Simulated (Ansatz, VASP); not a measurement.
# WS2 (Tungstenite) in two plane-wave programs, part 2 of 2

Wanted: the spread between two codes on one cell, functional and k mesh.  Valence electrons are named where the data sets of a main pair hold unlike numbers.

VASP 6.6.1 and Ansatz 0.2.0.

So far. Step 4 (Differences): The forces differ by 4.3 meV/Å r.m.s., which is 2.5 % of the r.m.s. force of 0.173 eV/Å (both taken over all components). Among the levels compared at these points, filled levels agree within 30 meV and empty ones within 27 meV.

## (5) Ansatz: band structure, PBE

Level of this step: Ansatz beside VASP: Kohn-Sham DFT, plane waves, PBE (Ansatz).

Levels along a path test the potential and the projectors away from the mesh points.

The cell is taken from a series of VASP runs on this material, whose earlier steps may have relaxed, scaled or displaced it; both programs get it as it stands.

The input, input.yaml:

```yaml
crystal:
  lattice:
    - [3.1532, 0.0, 0.0]
    - [-1.5766, 2.7307513032, 0.0]
    - [0.0, 0.0, 12.323]
  atoms:
    - { symbol: W, position: [0.6666666667, 0.3333333333, 0.75] }
    - { symbol: W, position: [0.3333333333, 0.6666666667, 0.25] }
    - { symbol: S, position: [0.6666666667, 0.3333333333, 0.3775] }
    - { symbol: S, position: [0.3333333333, 0.6666666667, 0.8775] }
    - { symbol: S, position: [0.6666666667, 0.3333333333, 0.1225] }
    - { symbol: S, position: [0.3333333333, 0.6666666667, 0.6225] }
hamiltonian:
  xc: pbe
  pseudopotentials: { kind: paw }
kpoints:
  mp_grid: { grid: [8, 8, 2] }
  band_path:
    path:
      - [0.0, 0.0, 0.0]
      - [0.14286, 0.0, 0.0]
      - [0.28571, 0.0, 0.0]
      - [0.5, 0.0, 0.0]
      - [0.47619, 0.04762, 0.0]
      - [0.40476, 0.19048, 0.0]
      - [0.35714, 0.28571, 0.0]
      - [0.28571, 0.28571, 0.0]
      - [0.19048, 0.19048, 0.0]
      - [0.04762, 0.04762, 0.0]
      - [0.0, 0.0, 0.0]
      - [0.0, 0.0, 0.14286]
      - [0.0, 0.0, 0.35714]
      - [0.0, 0.0, 0.5]
      - [0.14286, 0.0, 0.5]
      - [0.28571, 0.0, 0.5]
      - [0.5, 0.0, 0.5]
      - [0.47619, 0.04762, 0.5]
      - [0.40476, 0.19048, 0.5]
      - [0.35714, 0.28571, 0.5]
      - [0.33333, 0.33333, 0.5]
      - [0.19048, 0.19048, 0.5]
      - [0.09524, 0.09524, 0.5]
      - [0.5, 0.0, 0.5]
      - [0.5, 0.0, 0.35714]
      - [0.5, 0.0, 0.14286]
      - [0.5, 0.0, 0.0]
      - [0.33333, 0.33333, 0.14286]
      - [0.33333, 0.33333, 0.28571]
      - [0.33333, 0.33333, 0.5]
    npoints: 1
scf:
  occupations: { method: gaussian, width: 0.03 }
  n_extra_bands: 9
output:
  forces: true
  stress: true
  eigenvalues: true
  write_density: true
  write_potential: true
  elf: true
  volumetric_format: npy
```

Started as:

```sh
$ ansatz run input.yaml --threads 4 --pin off --max-ram 9216MiB --backend cpu --events-out ev --progress --plain --runs-dir out
```

Numbers of over 12 decimals in the logs are rounded to 6 here.

Log:

```text
[...]
Crystal: 6 atoms, lattice volume = 106.108 Å³
Basis set: ecut = 420 eV, 2057 PW (Γ), exchange–correlation on 48×48×180 points (8 copies of the dense FFT grid, shifted against one another)
Bands: 35, of which v1, the nominal top of the filled ones, is band 26 counted from 1 (25 counted from 0)
Symmetry: 24 space group operations
[...]
k-points: 20 of 128
[...]
k-point 0: bands = [... 22 lower, 9.5826, 10.2601, 10.5466, 11.7728, 14.0829, 14.0829, 14.0935, 14.0935, ... 5 higher]
  k-point 1: bands = [... 22 lower, 9.5558, 9.5558, 11.4547, 11.4547, 14.0756, 14.0756, 14.0756, 14.0756, ... 5 higher]
  k-point 2: bands = [... 22 lower, 9.5452, 10.4270, 10.5573, 11.2765, 13.6350, 13.9004, 13.9272, 14.0364, ... 5 higher]
  k-point 19: bands = [... 22 lower, 8.7688, 8.7688, 10.9432, 10.9432, 13.3400, 13.3400, 14.4512, 14.4512, ... 5 higher]
[key lines of the parts left out:]
SCF converged after 6 iterations
Free energy (F): -24382.743294 eV
Fermi energy:    12.336480 eV
P = ⅓ Tr σ = 4.3697 GPa (43.697 kbar)
```

Run time: 3.9 s. Hardware: 4 threads of Intel Xeon Platinum 8488C (Sapphire Rapids), shared host; peak memory 0.47 GiB.

## (6) VASP: band structure, PBE

The same cell, functional, mesh and smearing now go to VASP, with its own data sets.

The input, INCAR:

```
SYSTEM = WS2
PREC = Accurate
ENCUT = 350
EDIFF = 1E-06
NELM = 100
ISMEAR = 0
SIGMA = 0.03
LREAL = .FALSE.
ALGO = Normal
GGA = PE
NBANDS = 34
LORBIT = 11
LWAVE = .FALSE.
LCHARG = .FALSE.
KPAR = 4
```

The input, POSCAR:

```
WS2
1.0
    3.1532000000      0.0000000000      0.0000000000
   -1.5766000000      2.7307513032      0.0000000000
    0.0000000000      0.0000000000     12.3230000000
W S
2 4
Direct
    0.6666666667      0.3333333333      0.7500000000
    0.3333333333      0.6666666667      0.2500000000
    0.6666666667      0.3333333333      0.3775000000
    0.3333333333      0.6666666667      0.8775000000
    0.6666666667      0.3333333333      0.1225000000
    0.3333333333      0.6666666667      0.6225000000
```

The input, KPOINTS:

```
Automatic mesh
0
Gamma
8 8 2
0 0 0
```

The input, KPOINTS_OPT:

```
Line mode
8
Line-mode
Reciprocal
  0.00000000   0.00000000   0.00000000 GAMMA
  0.50000000   0.00000000   0.00000000 M

  0.50000000   0.00000000   0.00000000 M
  0.33333333   0.33333333   0.00000000 K

  0.33333333   0.33333333   0.00000000 K
  0.00000000   0.00000000   0.00000000 GAMMA

  0.00000000   0.00000000   0.00000000 GAMMA
  0.00000000   0.00000000   0.50000000 A

  0.00000000   0.00000000   0.50000000 A
  0.50000000   0.00000000   0.50000000 L

  0.50000000   0.00000000   0.50000000 L
  0.33333333   0.33333333   0.50000000 H

  0.33333333   0.33333333   0.50000000 H
  0.00000000   0.00000000   0.50000000 A

  0.50000000   0.00000000   0.50000000 L
  0.50000000   0.00000000   0.00000000 M

  0.33333333   0.33333333   0.00000000 K
  0.33333333   0.33333333   0.50000000 H
```

Potentials, in the order of the species: W and S (PBE family, release 64).

Started as:

```sh
$ mpirun -np 4 vasp_std
```

Log:

```text
[banner, memory and clock lines left out]
running    4 mpi-ranks, on    1 nodes
[...]
LDA part: xc-table for (Slater+PW92), standard interpolation
 POSCAR, INCAR and KPOINTS ok, starting setup
[...]
entering main loop
       N       E                     dE             d eps       ncg     rms          rms(c)
DAV:   1     0.120647373201E+03    0.12065E+03   -0.12289E+04  1360   0.681E+02
DAV:   2    -0.405870846127E+02   -0.16123E+03   -0.15320E+03  1702   0.185E+02
DAV:   3    -0.500150589390E+02   -0.94280E+01   -0.93049E+01  1816   0.446E+01
DAV:   4    -0.501383004547E+02   -0.12324E+00   -0.12312E+00  1742   0.563E+00
[...]
DAV:  12    -0.473065084196E+02   -0.52852E-04   -0.26465E-04  1546   0.825E-02    0.467E-02
DAV:  13    -0.473065074729E+02    0.94664E-06   -0.24704E-05  1738   0.284E-02    0.244E-02
DAV:  14    -0.473065080263E+02   -0.55340E-06   -0.27957E-06  1532   0.861E-03
   1 F= -.47306508E+02 E0= -.47306508E+02  d E =-.332381E-21
 Start KPOINTS_OPT (optional k-point list driver)
k-point batch [1-20\72]
       N       E                     dE             ncg
DAV:   1     0.360967639870E+04   -0.14553E+05     1360
DAV:   2     0.427145601173E+03   -0.31825E+04     1668
DAV:   3     0.237804668541E+03   -0.18934E+03     1704
DAV:   4     0.235367329558E+03   -0.24373E+01     1744
DAV:   5     0.235326764087E+03   -0.40565E-01     1742
DAV:   6     0.235325797522E+03   -0.96657E-03     1800
DAV:   7     0.235325772328E+03   -0.25193E-04     1742
DAV:   8     0.235325771664E+03   -0.66452E-06     1296
[...]
k-point batch [61-72\72]
       N       E                     dE             ncg
DAV:   1     0.738950353505E+04   -0.12532E+05      816
DAV:   2     0.553816896745E+04   -0.18513E+04      966
DAV:   3     0.543030406942E+04   -0.10786E+03     1054
DAV:   4     0.542899242858E+04   -0.13116E+01     1024
DAV:   5     0.542897262809E+04   -0.19800E-01     1092
DAV:   6     0.542897223806E+04   -0.39003E-03     1016
DAV:   7     0.542897222800E+04   -0.10062E-04     1084
DAV:   8     0.542897222776E+04   -0.23898E-06      696
```

Parts of OUTCAR (step 6):

```text
  Total        2.3295619      2.3295619      2.3856893      0.0000000      0.0000000      0.0000000
  in kB       35.1750503     35.1750503     36.0225418      0.0000000      0.0000000      0.0000000
  external PRESSURE =      35.4575474 kB  Pullay stress =       0.0000000 kB

 POSITION                                       TOTAL-FORCE (eV/Angst)
 -----------------------------------------------------------------------------------
      1.57660      0.91025      9.24225         0.000000     -0.000000      0.000000
     -0.00000      1.82050      3.08075         0.000000     -0.000000      0.000000
      1.57660      0.91025      4.65193        -0.000000     -0.000000      0.055901
     -0.00000      1.82050     10.81343         0.000000      0.000000      0.055901
      1.57660      0.91025      1.50957        -0.000000      0.000000     -0.055901
     -0.00000      1.82050      7.67107         0.000000      0.000000     -0.055901
 -----------------------------------------------------------------------------------
    total drift:                               -0.000000      0.000000     -0.000000

  FREE ENERGIE OF THE ION-ELECTRON SYSTEM (eV)
  ---------------------------------------------------
  free  energy   TOTEN  =       -47.3065080263 eV

  energy  without entropy=      -47.3065080263  energy(sigma->0) =      -47.30650803

[... 2 parts as in an earlier step ...]

[... 1 further part left out ...]
[key lines of the parts left out:]
E-fermi :   6.5829
```

LASPH is off, so gradient terms of the non-spherical density inside the spheres are left out; for open d or f shells this can shift gaps and moments.

## (7) Differences

What differs besides the data sets and the points named for the pairs above, as far as they apply: the data sets hold 52 valence electrons in Ansatz (on its default PAW (the set named soft_2) files) and 36 in VASP; VASP leaves aspherical gradient terms in its spheres out (LASPH is not set), Ansatz keeps them. Total energies have different zeros and are not compared.

The two programs side by side:

```csv
quantity,Ansatz,VASP,difference
pressure (GPa),4.37,3.55,+0.82
gap over the path points (eV),1.001,1.018,-0.017
```

Forces (eV/Å; atoms numbered as in POSCAR):

```csv
atom,"Ansatz x, y, z","VASP x, y, z"
W1,"0.000, 0.000, 0.000","0.000, 0.000, 0.000"
W2,"0.000, 0.000, 0.000","0.000, 0.000, 0.000"
S3,"0.000, 0.000, 0.112","0.000, 0.000, 0.056"
S4,"0.000, 0.000, 0.112","0.000, 0.000, 0.056"
S5,"0.000, 0.000, -0.112","0.000, 0.000, -0.056"
S6,"0.000, 0.000, -0.112","0.000, 0.000, -0.056"
```

Levels at points of the path, from each program's valence-band top (eV; 4 filled, then empty):

```csv
k (reciprocal lattice),Ansatz,VASP
0.000 0.000 0.000,-2.19 -1.51 -1.23 0.00 2.31 2.31 2.32,-2.16 -1.48 -1.21 0.00 2.33 2.33 2.35
0.143 0.000 0.000,-2.26 -1.38 -1.23 -0.64 1.73 2.07 2.15,-2.23 -1.36 -1.22 -0.63 1.75 2.09 2.17
0.286 0.000 0.000,-2.37 -2.07 -1.86 -1.65 1.43 1.85 2.05,-2.34 -2.05 -1.84 -1.63 1.45 1.86 2.06
0.500 0.000 0.000,-1.97 -1.76 -1.71 -1.53 2.32 2.37 2.60,-1.93 -1.73 -1.69 -1.51 2.31 2.35 2.60
0.476 0.048 0.000,-2.25 -2.05 -1.55 -1.35 2.32 2.33 2.61,-2.22 -2.02 -1.53 -1.32 2.30 2.32 2.60
0.405 0.190 0.000,-3.02 -2.63 -1.15 -0.90 1.85 1.93 2.52,-3.01 -2.62 -1.12 -0.87 1.86 1.93 2.52
0.357 0.286 0.000,-3.01 -2.81 -0.82 -0.61 1.40 1.40 2.10,-3.00 -2.80 -0.80 -0.58 1.41 1.42 2.11
0.286 0.286 0.000,-2.98 -2.65 -1.01 -0.84 1.56 1.69 2.18,-2.97 -2.64 -0.99 -0.81 1.57 1.71 2.19
0.190 0.190 0.000,-2.15 -2.08 -1.53 -1.51 1.00 1.94 2.28,-2.14 -2.07 -1.50 -1.49 1.02 1.96 2.28
0.048 0.048 0.000,-2.17 -1.34 -1.21 -0.22 2.17 2.20 2.26,-2.14 -1.31 -1.20 -0.22 2.19 2.22 2.29
```

The forces differ by 27 meV/Å r.m.s., which is 100.9 % of the r.m.s. force of 0.026 eV/Å (both taken over all components). Among the levels compared at these points, filled levels agree within 36 meV and empty ones within 26 meV.

## (8) What the set-up changes

Further runs change the set-up of one program: Ansatz's method, potentials or start, or VASP's data sets, cutoff or form of LDA. The table gives Ansatz less VASP for each quantity, since a change that brings one quantity closer may part another.

```csv
run,r.m.s. force difference (meV/Å),pressure (GPa),gap over the path points (eV)
as above,27,0.82,-0.017
Ansatz's larger PAW set (cutoff 880 eV),30,0.92,-0.012
norm-conserving potentials (cutoff 1007 eV),30,0.86,-0.013
```

## (9) VASP: band structure, r2SCAN

Levels along a path test the potential and the projectors away from the mesh points.

Changes to INCAR since step 6:

```diff
@@ -9,3 +9,4 @@
 ALGO = Normal
-GGA = PE
+METAGGA = R2SCAN
+LASPH = .TRUE.
 NBANDS = 34
```

POSCAR is that of step 6.

KPOINTS is that of step 6.

KPOINTS_OPT is that of step 6.

Started as:

```sh
$ mpirun -np 4 vasp_std
```

Log:

```text
[banner, memory and clock lines left out]
running    4 mpi-ranks, on    1 nodes
[...]
|                                                                             |
|               ----> ADVICE to this user running VASP <----                  |
|                                                                             |
|     You enforced a specific xc type in the INCAR file but a different       |
|     [... a line on the potential file left out ...]
|     I HOPE YOU KNOW WHAT YOU ARE DOING!                                     |
|                                                                             |

 LDA part: xc-table for (None), standard interpolation
 POSCAR, INCAR and KPOINTS ok, starting setup
[...]
entering main loop
       N       E                     dE             d eps       ncg     rms          rms(c)
DAV:   1     0.275432188524E+02    0.27543E+02   -0.12665E+04  1360   0.704E+02
DAV:   2    -0.137222686121E+03   -0.16477E+03   -0.15644E+03  1710   0.191E+02
[...]
DAV:  13    -0.140289323816E+03    0.62112E-05   -0.80153E-05  1542   0.487E-02    0.467E-02
DAV:  14    -0.140289323008E+03    0.80751E-06   -0.64751E-06  1732   0.116E-02
   1 F= -.14028932E+03 E0= -.14028932E+03  d E =-.301961E-21
 Start KPOINTS_OPT (optional k-point list driver)
k-point batch [1-20\72]
       N       E                     dE             ncg
DAV:   1     0.343961318488E+04   -0.14723E+05     1360
DAV:   2     0.121466600536E+03   -0.33181E+04     1674
DAV:   3    -0.706807385460E+02   -0.19215E+03     1704
DAV:   4    -0.730610378612E+02   -0.23803E+01     1760
DAV:   5    -0.730992134616E+02   -0.38176E-01     1742
DAV:   6    -0.731000727763E+02   -0.85931E-03     1800
DAV:   7    -0.731000946647E+02   -0.21888E-04     1742
DAV:   8    -0.731000952216E+02   -0.55688E-06     1296
[...]
k-point batch [61-72\72]
       N       E                     dE             ncg
DAV:   1     0.728066297141E+04   -0.12641E+05      816
DAV:   2     0.535358252670E+04   -0.19271E+04      958
DAV:   3     0.524368694895E+04   -0.10990E+03     1054
DAV:   4     0.524239854291E+04   -0.12884E+01     1016
DAV:   5     0.524237911558E+04   -0.19427E-01     1100
DAV:   6     0.524237876206E+04   -0.35352E-03      984
DAV:   7     0.524237875344E+04   -0.86133E-05     1100
DAV:   8     0.524237875325E+04   -0.19442E-06      696
```

Parts of OUTCAR (step 9):

```text
  Total        1.3049670      1.3049670      0.2873739      0.0000000     -0.0000000     -0.0000000
  in kB       19.7042541     19.7042541      4.3391813      0.0000000     -0.0000000     -0.0000000
  external PRESSURE =      14.5825632 kB  Pullay stress =       0.0000000 kB

 POSITION                                       TOTAL-FORCE (eV/Angst)
 -----------------------------------------------------------------------------------
      1.57660      0.91025      9.24225         0.000000     -0.000000      0.000000
     -0.00000      1.82050      3.08075        -0.000000      0.000000      0.000000
      1.57660      0.91025      4.65193         0.000000      0.000000     -0.209637
     -0.00000      1.82050     10.81343        -0.000000      0.000000     -0.209637
      1.57660      0.91025      1.50957         0.000000     -0.000000      0.209637
     -0.00000      1.82050      7.67107        -0.000000     -0.000000      0.209637
 -----------------------------------------------------------------------------------
    total drift:                               -0.000000      0.000000     -0.000000

  FREE ENERGIE OF THE ION-ELECTRON SYSTEM (eV)
  ---------------------------------------------------
  free  energy   TOTEN  =      -140.2893230084 eV

  energy  without entropy=     -140.2893230084  energy(sigma->0) =     -140.28932301

[... 2 parts as in an earlier step ...]

[... 1 further part left out ...]
[key lines of the parts left out:]
E-fermi :   6.4434
```

The run ends at a pressure of 1.46 GPa, with forces up to 0.21 eV/Å.

## (10) Ansatz: band structure, r2SCAN

The same cell, functional, mesh and smearing now go to Ansatz, which takes its cutoff from its data sets.

The cell is taken from a series of VASP runs on this material, whose earlier steps may have relaxed, scaled or displaced it; both programs get it as it stands.

Changes to input.yaml since step 5:

```diff
@@ -13,3 +13,3 @@
 hamiltonian:
-  xc: pbe
+  xc: r2scan
   pseudopotentials: { kind: paw }
@@ -57,5 +57 @@
   eigenvalues: true
-  write_density: true
-  write_potential: true
-  elf: true
-  volumetric_format: npy
```

Started as:

```sh
$ ansatz run input.yaml --threads 4 --pin off --max-ram 9216MiB --backend cpu --events-out ev --progress --plain --runs-dir out
```

Log:

```text
[...]
Crystal: 6 atoms, lattice volume = 106.108 Å³
Basis set: ecut = 500 eV, 2685 PW (Γ), exchange–correlation on 96×96×360 points (64 copies of the dense FFT grid, shifted against one another)
Bands: 35, of which v1, the nominal top of the filled ones, is band 26 counted from 1 (25 counted from 0)
Symmetry: 24 space group operations
[...]
k-points: 20 of 128
[...]
k-point 0: bands = [... 22 lower, 9.3155, 10.0064, 10.3862, 11.6497, 14.1129, 14.1129, 14.1246, 14.1246, ... 5 higher]
  k-point 1: bands = [... 22 lower, 9.2873, 9.2873, 11.3083, 11.3083, 14.1025, 14.1025, 14.1025, 14.1025, ... 5 higher]
  k-point 2: bands = [... 22 lower, 9.2787, 10.1842, 10.3889, 11.1358, 13.6476, 13.8925, 13.9888, 14.0334, ... 5 higher]
  k-point 19: bands = [... 22 lower, 8.4672, 8.4672, 10.7662, 10.7662, 13.3007, 13.3007, 14.4874, 14.4874, ... 5 higher]
[key lines of the parts left out:]
SCF converged after 7 iterations
Free energy (F): -24423.244111 eV
Fermi energy:    12.268416 eV
P = ⅓ Tr σ = 2.3617 GPa (23.617 kbar)
```

It took 5.7 s on 4 threads; peak memory 0.69 GiB.

## (11) Comparison

What differs besides the data sets and the points named for the pairs above, as far as they apply: VASP keeps PBE cores, Ansatz makes them for the functional; the data sets hold 52 valence electrons in Ansatz (on its default PAW (the set named soft_2) files) and 36 in VASP; the cutoff is 500 eV in Ansatz and 350 eV in VASP. Total energies have different zeros and are not compared.

Compared:

```csv
quantity,Ansatz,VASP,difference
pressure (GPa),2.36,1.46,+0.90
gap over the path points (eV),1.110,1.128,-0.019
```

Forces (eV/Å; atoms numbered as in POSCAR):

```csv
atom,"Ansatz x, y, z","VASP x, y, z"
W1,"0.000, 0.000, 0.000","0.000, 0.000, 0.000"
W2,"0.000, 0.000, 0.000","0.000, 0.000, 0.000"
S3,"0.000, 0.000, -0.151","0.000, 0.000, -0.210"
S4,"0.000, 0.000, -0.151","0.000, 0.000, -0.210"
S5,"0.000, 0.000, 0.151","0.000, 0.000, 0.210"
S6,"0.000, 0.000, 0.151","0.000, 0.000, 0.210"
```

Levels at points of the path, from each program's valence-band top (eV; 4 filled, then empty):

```csv
k (reciprocal lattice),Ansatz,VASP
0.000 0.000 0.000,-2.33 -1.64 -1.26 0.00 2.46 2.46 2.48,-2.30 -1.60 -1.25 0.00 2.48 2.48 2.50
0.143 0.000 0.000,-2.40 -1.50 -1.28 -0.66 1.86 2.19 2.34,-2.37 -1.47 -1.26 -0.65 1.89 2.21 2.35
0.286 0.000 0.000,-2.54 -2.21 -1.92 -1.72 1.55 1.96 2.17,-2.49 -2.19 -1.90 -1.70 1.57 1.96 2.17
0.500 0.000 0.000,-2.12 -1.92 -1.80 -1.61 2.44 2.49 2.73,-2.08 -1.86 -1.77 -1.59 2.42 2.47 2.72
0.476 0.048 0.000,-2.40 -2.19 -1.65 -1.44 2.43 2.45 2.73,-2.36 -2.15 -1.62 -1.41 2.42 2.43 2.73
0.405 0.190 0.000,-3.20 -2.80 -1.21 -0.96 1.94 2.02 2.67,-3.19 -2.79 -1.18 -0.93 1.95 2.03 2.67
0.357 0.286 0.000,-3.20 -2.99 -0.87 -0.66 1.48 1.48 2.24,-3.19 -2.98 -0.84 -0.63 1.50 1.51 2.24
0.286 0.286 0.000,-3.16 -2.83 -1.07 -0.89 1.64 1.78 2.33,-3.15 -2.81 -1.04 -0.86 1.66 1.80 2.33
0.190 0.190 0.000,-2.31 -2.23 -1.61 -1.59 1.11 2.07 2.41,-2.28 -2.21 -1.58 -1.56 1.13 2.08 2.41
0.048 0.048 0.000,-2.31 -1.46 -1.25 -0.23 2.30 2.37 2.40,-2.28 -1.43 -1.24 -0.23 2.32 2.38 2.42
```

The forces differ by 28 meV/Å r.m.s., which is 27.9 % of the r.m.s. force of 0.099 eV/Å (both taken over all components). Among the levels compared at these points, filled levels agree within 51 meV and empty ones within 26 meV.

## (12) Other set-ups

Further runs change the set-up of one program: Ansatz's method, potentials or start, or VASP's data sets, cutoff or form of LDA. The table gives Ansatz less VASP for each quantity, since a change that brings one quantity closer may part another.

```csv
run,r.m.s. force difference (meV/Å),pressure (GPa),gap over the path points (eV)
as above,28,0.90,-0.019
cores kept as stored,21,0.78,-0.018
Ansatz's larger PAW set (cutoff 950 eV),31,0.98,-0.013
```

## (13) Results

* largest difference of a filled level at the path points (band structure, LDA): 30 meV
* r.m.s. force difference (band structure, PBE): 27 meV/Å
* difference in pressure (band structure, PBE): 0.82 GPa
* r.m.s. force difference (band structure, r2SCAN): 28 meV/Å
* difference in pressure (band structure, r2SCAN): 0.90 GPa

What this shows: The r.m.s. force difference is 28 meV/Å (band structure, r2SCAN), beyond the 12 meV/Å picked in this series as the mark of a large difference. The data sets hold unlike numbers of valence electrons (52 in Ansatz and 36 in VASP), so part of the differences may come from the potentials. Band structure, PBE, Ansatz's larger PAW set (cutoff 880 eV): the difference in gap over the path points goes from -0.017 to -0.012 eV. Band structure, r2SCAN, Ansatz's larger PAW set (cutoff 950 eV): the difference in gap over the path points goes from -0.019 to -0.013 eV. 2 further pairs of this series are not shown here. How closely two codes agree says nothing of how well the functional describes the real material.

[Lines on the potential files, build, host, timing and source positions are cut from VASP's logs without a mark.]

[Logs are printed without paths, hosts, clocks, repeated set-up lines and the standing remarks that a program may print on its own settings, such as how far it seeks lower states.]

[Hosts, paths, dates, database ids (printed as entryN), source tags and the programs' standing remarks are cut or masked in the printed files.]
